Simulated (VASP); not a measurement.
Computed with PBE GGA, VASP's PBE PAW potentials (set 64) (plane waves; VASP 6.6.1).

A VASP calculation is set up with these files.

### KPOINTS
```
kpoints
0
Gamma
 8 8 8
0 0 0
```

POSCAR:
```
Al
1
    0.0000000000     1.9694920000     1.9694920000
    1.9694920000     0.0000000000     1.9694920000
    1.9694920000     1.9694920000     0.0000000000
Al
1
Direct
  0.0000000000   0.0000000000   0.0000000000
```

**INCAR**
```
SYSTEM = Al
PREC = Normal; ENCUT = 350; LREAL = .FALSE.
LASPH = .TRUE.
EDIFF = 1E-8; NELM = 100; ALGO = Normal
ISMEAR = -1; SIGMA = 0.1
GGA = PE
LWAVE = .TRUE.; LCHARG = .FALSE.
```

POTCAR, in this order: Al_GW (PBE.64 set). Program: vasp_std.

Output of the run:

**OSZICAR**
```
       N       E                     dE             d eps       ncg     rms          rms(c)
DAV:   1    -0.196889881013E+01   -0.19689E+01   -0.14105E+03   290   0.353E+02
DAV:   2    -0.374144061109E+01   -0.17725E+01   -0.15676E+01   400   0.271E+01
DAV:   3    -0.375166668658E+01   -0.10226E-01   -0.10221E-01   360   0.247E+00
DAV:   4    -0.375178831038E+01   -0.12162E-03   -0.12162E-03   405   0.234E-01
DAV:   5    -0.375179213519E+01   -0.38248E-05   -0.38248E-05   415   0.275E-02    0.998E-01
DAV:   6    -0.373730916755E+01    0.14483E-01   -0.12810E-03   360   0.264E-01    0.620E-01
DAV:   7    -0.372673423542E+01    0.10575E-01   -0.40526E-03   370   0.466E-01    0.252E-02
DAV:   8    -0.372673868349E+01   -0.44481E-05   -0.11389E-05   335   0.340E-02    0.665E-03
DAV:   9    -0.372673939693E+01   -0.71343E-06   -0.24256E-07   410   0.414E-03    0.539E-04
DAV:  10    -0.372673924574E+01    0.15118E-06   -0.13289E-09   300   0.366E-04    0.202E-04
DAV:  11    -0.372673919296E+01    0.52779E-07   -0.22378E-10   230   0.140E-04    0.961E-06
DAV:  12    -0.372673919670E+01   -0.37380E-08   -0.17844E-11   210   0.472E-05
   1 F= -.37267392E+01 E0= -.37203539E+01  d E =-.127706E-01
```

OUTCAR:
```
------------------------ aborting loop because EDIFF is reached ----------------------------------------
  FORCE on cell =-STRESS in cart. coord.  units (eV):
  Direction    XX          YY          ZZ          XY          YZ          ZX
  --------------------------------------------------------------------------------------
  Total        0.6877651      0.6877651      0.6877651     -0.0000000      0.0000000     -0.0000000
  in kB       72.1203904     72.1203904     72.1203904     -0.0000000      0.0000000     -0.0000000
  external PRESSURE =      72.1203904 kB  Pullay stress =       0.0000000 kB
  volume of cell :       15.28
      direct lattice vectors                 reciprocal lattice vectors
     0.000000000  1.969492000  1.969492000    -0.253872572  0.253872572  0.253872572
     1.969492000  0.000000000  1.969492000     0.253872572 -0.253872572  0.253872572
     1.969492000  1.969492000  0.000000000     0.253872572  0.253872572 -0.253872572
 POSITION                                       TOTAL-FORCE (eV/Angst)
 -----------------------------------------------------------------------------------
      0.00000      0.00000      0.00000         0.000000      0.000000      0.000000
 -----------------------------------------------------------------------------------
    total drift:                               -0.000000      0.000000      0.000000
  FREE ENERGIE OF THE ION-ELECTRON SYSTEM (eV)
  ---------------------------------------------------
  free  energy   TOTEN  =        -3.7267391967 eV

  energy  without entropy=       -3.7139686327  energy(sigma->0) =       -3.72035391
```
(Selected blocks of OUTCAR.)

The compound is Al in the fcc structure. This cell is one point of a volume scan, at 0.92 of the reference volume. The k-mesh is coarse (spacing up to 0.35 per Å, 2π included), so the numbers may not be converged in it.
